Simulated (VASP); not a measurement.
Consider the following.

```
CdSe
1.0
    0.00000     3.10375     3.10375
    3.10375     0.00000     3.10375
    3.10375     3.10375     0.00000
Cd Se
1 1
Cartesian
  0.00000   0.00000   0.00000
  1.55188   1.55188   1.55188
```

The numbers are results of PBE GGA, VASP's PBE PAW potentials (set 64) (plane waves; VASP), not measurements. Numerical set-up: 520 eV cut-off, 7×7×7 Γ-centred mesh, Gaussian smearing of 0.050 eV, potentials Cd Se.

**Question.** Give the energy at these volumes per atom, relative to the lowest: 28.09, 28.98, 29.88, 30.77, 31.67 Å³.

**Answer.** 17.3, 4.2, 0.0, 3.4, 13.1 meV/atom. A third-order Birch-Murnaghan fit gives B0 = 44.7 GPa and B0′ = 4.7.

Measured: a 6.077 Å (computed value off by +2.1 %), as given by arXiv:1206.3780. The calculation is for a static lattice, while the measured a holds thermal and zero-point effects, which are part of the difference.

The compound is CdSe in the zinc blende structure, whereas wurtzite is the usual form. It was relaxed first, which changed the volume by +8 %.
